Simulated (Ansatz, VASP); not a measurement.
## Two plane-wave programs on Mg2CdS3

```
Mg Cd S
1.0
    -2.04111    2.04111    8.61940
     2.04111   -2.04111    8.61940
     2.04111    2.04111   -8.61940
Mg Cd S
2 1 3
Direct
  0.83096 0.83096 0.00000
  0.16904 0.16904 0.00000
  0.50000 0.50000 0.00000
  0.58893 0.08893 0.50000
  0.25000 0.75000 0.50000
  0.91107 0.41107 0.50000
```

Alike in both runs: functional PBE; k mesh 6 × 6 × 6; occupations gaussian, width 0.1 eV; no spin polarisation.

Ansatz relaxed the structure, and its values are those at the end. VASP's run is a single point on that final structure, the one shown.

|  | VASP | Ansatz |
| --- | --- | --- |
| version | VASP 6.6.1 | Ansatz 0.2.0 |
| potentials or method | VASP PAW PBE potentials, release 64 (Mg, Cd, S) | scalar-relativistic, plane waves, PAW |
| plane-wave cutoff (eV) | 520 | 420 |
| valence electrons in the cell | 34 | 58 |

```tsv
	VASP	Ansatz	Ansatz less VASP
gap on the k mesh at the Fermi level (eV)	2.39	2.39	0.000
least direct gap on the mesh (eV)	2.39	2.39	0.000
pressure (GPa)	0.2	0.2	-0.01
rms of the force components (eV/Å)	0.021	0.006	-0.0151
```

The functional is the same, so the differences come from potentials, cutoffs and numerics. The two sets of potentials don't hold the same shells in valence.

A k mesh can miss the band edges.
